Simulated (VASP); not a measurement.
Calculation: PBE GGA, VASP's PBE PAW potentials (set 64) (plane waves; VASP).

VASP input:

File POSCAR:
```
SrO
3.6803430
  0.0000000000   0.7071067288   0.7071067288
  0.7071067288   0.0000000000   0.7071067288
  0.7071067288   0.7071067288   0.0000000000
Sr O
1 1
Cartesian
  0.0000000000   0.0000000000   0.0000000000
  0.7071067288   0.7071067288   0.7071067288
```

KPOINTS:
```
Automatic
0
Gamma
9 9 9
```

INCAR:
```
GGA  =  PE
ISMEAR  =  0   ! Gaussian
LMAXMIX  =  4   ! l cut-off of mixed one-centre charges
LEPSILON  =  T
EDIFF  =  1E-8
PREC  =  Accurate
ENCUT  =  520
LASPH  =  T
LREAL  =  F
LCHARG  =  F
SIGMA  =  0.01   ! width (eV)
LWAVE  =  F
NELM  =  100   ! most electronic steps
SYSTEM  =  SrO
ALGO  =  Normal   ! blocked Davidson
```

POTCAR, in this order: Sr_sv O (PBE.64 set). Program: vasp_std.

The run wrote:

OUTCAR:
```


 HEAD OF MICROSCOPIC STATIC DIELECTRIC TENSOR (INDEPENDENT PARTICLE, excluding Hartree and local field effects)
 ------------------------------------------------------
           3.945440     0.000000    -0.000000
           0.000000     3.945440     0.000000
           0.000000    -0.000000     3.945440
 ------------------------------------------------------

 MACROSCOPIC STATIC DIELECTRIC TENSOR (including local field effects in DFT)
 ------------------------------------------------------
           3.804367     0.000000     0.000000
          -0.000000     3.804367     0.000000
           0.000000     0.000000     3.804367
 ------------------------------------------------------

 PIEZOELECTRIC TENSOR (including local field effects)  for field in x, y, z        (e  Angst)
          XX          YY          ZZ          XY          YZ          ZX
  --------------------------------------------------------------------------------
  x     0.00000     0.00000     0.00000     0.00000     0.00000     0.00000
  y     0.00000     0.00000     0.00000     0.00000     0.00000     0.00000
  z     0.00000     0.00000     0.00000     0.00000     0.00000     0.00000

 PIEZOELECTRIC TENSOR (including local field effects)  for field in x, y, z        (C/m^2)
          XX          YY          ZZ          XY          YZ          ZX
  --------------------------------------------------------------------------------
  x     0.00000     0.00000     0.00000     0.00000     0.00000     0.00000
  y     0.00000     0.00000     0.00000     0.00000     0.00000     0.00000
  z     0.00000     0.00000     0.00000     0.00000     0.00000     0.00000

 BORN EFFECTIVE CHARGES (including local field effects) (in |e|, cummulative output)
 ---------------------------------------------------------------------------------
 ion    1
    1     2.43827    -0.00000     0.00000
    2     0.00000     2.43827     0.00000
    3     0.00000     0.00000     2.43827
 ion    2
    1    -2.43827     0.00000     0.00000
    2    -0.00000    -2.43827     0.00000
    3     0.00000     0.00000    -2.43827
```
(Selected blocks of OUTCAR.)

The compound is SrO in the rock salt structure. It was relaxed first.
